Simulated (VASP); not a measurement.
Data:

```yaml
crystal:
  lattice:
    - [0.00000, 2.72718, 2.72718]
    - [2.72718, 0.00000, 2.72718]
    - [2.72718, 2.72718, 0.00000]
  atoms:
    - { symbol: Ca, position: [0.00000, 0.00000, 0.00000] }
    - { symbol: F, position: [0.25000, 0.25000, 0.25000] }
    - { symbol: F, position: [0.75000, 0.75000, 0.75000] }
```

These are r2SCAN meta-GGA, VASP's PBE PAW potentials (set 64) (plane waves; VASP 6.6.1) values and carry that method's errors. Numerical set-up: PREC = Normal, EDIFF = 1E-5, 450 eV cut-off, 9×9×9 Γ-centred mesh, Gaussian smearing of 0.050 eV, potentials Ca_sv F.

At this cut-off the stress carries a Pulay error, which pulls relaxed volumes low.

### Question
What does the run give for the energy per atom (σ→0), pressure?

### Answer

```
Item                                   Result
---------------------  ----------------------
energy per atom (σ→0)  -835.0 kJ/mol of atoms
pressure                            -2.16 GPa
```

Total energies compare only between runs with the same potentials, cut-off and functional.

The compound is CaF2 in the fluorite structure. It was relaxed first.
